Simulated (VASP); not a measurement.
An input for Quantum ESPRESSO's pw.x (written as the equivalent of a VASP run, and not itself run):

```
&CONTROL
  calculation = 'scf'
  pseudo_dir = './pseudo'
  outdir = './out'
  tprnfor = .true.
  tstress = .true.
/
&SYSTEM
  ibrav = 0
  nat = 4
  ntyp = 2
  ecutwfc = 84
  occupations = 'smearing'
  smearing = 'fermi-dirac'
  degauss = 0.000735
  input_dft = 'pz'
/
&ELECTRONS
  conv_thr = 7.3e-08
  electron_maxstep = 100
/
ATOMIC_SPECIES
  Sn 118.710 Sn.upf
  O 15.999 O.upf
CELL_PARAMETERS angstrom
     3.8137000    0.0000000    0.0000000
     0.0000000    3.8137000    0.0000000
     0.0000000    0.0000000    4.8869100
ATOMIC_POSITIONS crystal
  Sn   0.0000000  0.5000000  0.2353700
  Sn   0.5000000  0.0000000  0.7646300
  O    0.5000000  0.5000000  0.0000000
  O    0.0000000  0.0000000  0.0000000
K_POINTS automatic
  5 5 4 0 0 0
```

**Question.** Write the VASP files for the same calculation (LDA).

**Answer.** One answer among several that fit: 
INCAR:
```
SYSTEM=SnO
PREC=Accurate; ENCUT=400; LREAL=F
LASPH=T
EDIFF=1E-6; NELM=100; ALGO=Normal
LMAXMIX=4
ISMEAR=-1; SIGMA=0.01
ISIF=2
LWAVE=F; LCHARG=F
```

File POSCAR:
```
SnO
1.0
  3.8137000000   0.0000000000   0.0000000000
  0.0000000000   3.8137000000   0.0000000000
  0.0000000000   0.0000000000   4.8869100000
Sn O
2 2
Cart
  0.0000000000   1.9068500000   1.1502320067
  1.9068500000   0.0000000000   3.7366779933
  1.9068500000   1.9068500000   0.0000000000
  0.0000000000   0.0000000000   0.0000000000
```

**KPOINTS**
```
Automatic mesh
0
Gamma
5 5 4
0 0 0
```

POTCAR, in this order: Sn_d O (LDA.64 set). Program: vasp_std.

What does not carry over: the potentials are each code's own (VASP's PAW set, PseudoDojo norm-conserving files in pw.x), so ENCUT and ecutwfc are chosen apart and not converted; conv_thr bounds pw.x's estimated SCF error, while EDIFF bounds the energy change between steps.

The structure comes from a computed database's SnO entry; how it stands against other phases isn't given here. The cell was not relaxed at this level. The run is one of a series of settings (GGA removed, POTCAR Sn_d O (LDA.64 set) against the base run), some of them coarse on purpose.
